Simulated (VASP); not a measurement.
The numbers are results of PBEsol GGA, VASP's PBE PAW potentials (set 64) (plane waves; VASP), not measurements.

VASP ran on this input.

KPOINTS:
```
Automatic mesh
0
Gamma
9 9 9
0 0 0
```

### INCAR
```
# general
SYSTEM   =  ZnS
PREC     =  Accurate
ENCUT    =  500
LREAL    =  F
LASPH    =  T

# electronic loop
EDIFF    =  1E-6
NELM     =  100
ALGO     =  Normal
LMAXMIX  =  4

# smearing
ISMEAR   =  0
SIGMA    =  0.05

# functional
GGA      =  PS

# ions
IBRION   =  2
NSW      =  40
ISIF     =  3
EDIFFG   =  -0.02
PSTRESS  =  300

# output
LWAVE    =  F
LCHARG   =  F
```

POSCAR:
```
ZnS
1.0
  0.0000000000   2.5302762904   2.5302762904
  2.5302762904   0.0000000000   2.5302762904
  2.5302762904   2.5302762904   0.0000000000
Zn S
1 1
Cartesian
  0.0000000000   0.0000000000   0.0000000000
  1.2651381452   1.2651381452   1.2651381452
```

POTCAR, in this order: Zn S (PBE.64 set). Program: vasp_std.

The resulting files:

File OSZICAR:
```
       N       E                     dE             d eps       ncg     rms          rms(c)
DAV:   1     0.887975772418E+02    0.88798E+02   -0.92618E+03   910   0.173E+03
DAV:   2    -0.173430315491E+01   -0.90532E+02   -0.85919E+02   960   0.291E+02
DAV:   3    -0.765793574289E+01   -0.59236E+01   -0.58975E+01  1145   0.761E+01
DAV:   4    -0.772900382945E+01   -0.71068E-01   -0.71034E-01  1025   0.864E+00
DAV:   5    -0.772997257240E+01   -0.96874E-03   -0.96872E-03  1130   0.104E+00    0.103E+01
DAV:   6    -0.728687450873E+01    0.44310E+00   -0.11800E+00  1123   0.463E+01    0.762E+00
DAV:   7    -0.726587484905E+01    0.21000E-01   -0.52390E-01   940   0.828E+00    0.352E+00
DAV:   8    -0.726160152009E+01    0.42733E-02   -0.84376E-03  1115   0.127E+00    0.949E-01
DAV:   9    -0.726088915715E+01    0.71236E-03   -0.16919E-03  1055   0.596E-01    0.116E-01
DAV:  10    -0.726090970462E+01   -0.20547E-04   -0.17304E-04  1053   0.159E-01    0.821E-02
DAV:  11    -0.726093509002E+01   -0.25385E-04   -0.35643E-05   958   0.729E-02    0.164E-02
DAV:  12    -0.726093528020E+01   -0.19017E-06   -0.29309E-06  1017   0.478E-02
   1 F= -.11943472E+01 E0= -.11943472E+01  d E =-.119435E+01
       N       E                     dE             d eps       ncg     rms          rms(c)
DAV:   1    -0.115007580724E+02   -0.42398E+01   -0.49385E+01  1110   0.179E+02    0.186E+01
DAV:   2    -0.736394386727E+01    0.41368E+01   -0.29809E+01   940   0.188E+02    0.798E+00
DAV:   3    -0.642787840245E+01    0.93607E+00   -0.32689E+00  1090   0.572E+01    0.308E+00
DAV:   4    -0.632791200804E+01    0.99966E-01   -0.78251E-01  1070   0.948E+00    0.205E+00
DAV:   5    -0.630811376027E+01    0.19798E-01   -0.34460E-02  1151   0.721E+00    0.157E+00
DAV:   6    -0.629614270245E+01    0.11971E-01   -0.27397E-02  1447   0.573E+00    0.328E-01
DAV:   7    -0.629599295595E+01    0.14975E-03   -0.81532E-03   925   0.903E-01    0.162E-01
DAV:   8    -0.629598042295E+01    0.12533E-04   -0.12476E-03  1086   0.373E-01    0.153E-01
DAV:   9    -0.629590516575E+01    0.75257E-04   -0.22389E-04   952   0.140E-01    0.439E-02
DAV:  10    -0.629590623008E+01   -0.10643E-05   -0.16145E-05  1080   0.597E-02    0.242E-02
DAV:  11    -0.629590594419E+01    0.28589E-06   -0.90967E-07   580   0.277E-02
   2 F= -.10757690E+01 E0= -.10757690E+01  d E =0.118578E+00
       N       E                     dE             d eps       ncg     rms          rms(c)
DAV:   1    -0.865976120577E+01   -0.23639E+01   -0.21019E+01  1075   0.135E+02    0.919E+00
DAV:   2    -0.723493346428E+01    0.14248E+01   -0.39938E+00  1080   0.621E+01    0.419E+00
DAV:   3    -0.704608406223E+01    0.18885E+00   -0.22062E-01  1185   0.683E+00    0.211E+00
DAV:   4    -0.699888549564E+01    0.47199E-01   -0.37831E-02   975   0.190E+00    0.534E-01
DAV:   5    -0.699572226467E+01    0.31632E-02   -0.30482E-03  1534   0.186E+00    0.181E-01
DAV:   6    -0.699554921136E+01    0.17305E-03   -0.15489E-03   960   0.453E-01    0.461E-02
DAV:   7    -0.699554571025E+01    0.35011E-05   -0.25694E-05  1437   0.138E-01    0.257E-02
DAV:   8    -0.699554993235E+01   -0.42221E-05   -0.10253E-05  1167   0.462E-02    0.266E-03
DAV:   9    -0.699554982410E+01    0.10825E-06   -0.22912E-06   692   0.121E-02
   3 F= -.12520665E+01 E0= -.12520665E+01  d E =-.577193E-01
       N       E                     dE             d eps       ncg     rms          rms(c)
DAV:   1    -0.698898556397E+01    0.65644E-02   -0.32748E-03  1100   0.158E+00    0.121E-01
DAV:   2    -0.698874112425E+01    0.24444E-03   -0.86481E-04  1090   0.114E+00    0.512E-02
DAV:   3    -0.698871287381E+01    0.28250E-04   -0.32505E-05  1164   0.113E-01    0.245E-02
DAV:   4    -0.698870515106E+01    0.77228E-05   -0.97016E-06  1090   0.503E-02    0.102E-02
DAV:   5    -0.698870478174E+01    0.36931E-06   -0.58091E-07   470   0.150E-02
   4 F= -.12521039E+01 E0= -.12521039E+01  d E =-.577566E-01
```

OUTCAR:
```
------------------------ aborting loop because EDIFF is reached ----------------------------------------
  FORCE on cell =-STRESS in cart. coord.  units (eV):
  Direction    XX          YY          ZZ          XY          YZ          ZX
  --------------------------------------------------------------------------------------
  Total        5.7445244      5.7445244      5.7445244      0.0000000     -0.0000000      0.0000000
  in kB      300.4143635    300.4143635    300.4143635      0.0000000     -0.0000000      0.0000000
  external PRESSURE =       0.4143635 kB  Pullay stress =     300.0000000 kB
  volume of cell :       30.64
      direct lattice vectors                 reciprocal lattice vectors
    -0.000000000  2.483540940  2.483540940    -0.201325451  0.201325451  0.201325451
     2.483540940  0.000000000  2.483540940     0.201325451 -0.201325451  0.201325451
     2.483540940  2.483540940  0.000000000     0.201325451  0.201325451 -0.201325451
  FREE ENERGIE OF THE ION-ELECTRON SYSTEM (eV)
  ---------------------------------------------------
  free  energy   TOTEN  =        -6.9887047817 eV

  energy  without entropy=       -6.9887047817  energy(sigma->0) =       -6.98870478
  enthalpy is  TOTEN    =        -1.2521038554 eV   P V=        5.7366009263

 reached required accuracy - stopping structural energy minimisation
```
(Selected blocks of OUTCAR.)

### CONTCAR
```
ZnS
   1.00000000000000
    -0.0000000000000000    2.4835409402470980    2.4835409402470980
     2.4835409402470980    0.0000000000000000    2.4835409402470980
     2.4835409402470980    2.4835409402470980    0.0000000000000000
  Zn              S
     1     1
Direct
     1.0000000000000000    0.0000000000000000    0.0000000000000000
     0.2500000000000000    0.2500000000000000    0.2500000000000000
```

Energy and stress use the plane-wave basis of the starting cell.

The structure was generated: ZnS was put into the zinc blende type (F-43m), which need not be its known phase. This run relaxes it under an external pressure of 30 GPa. Symmetry was kept, so distortions that lower it aren't found.
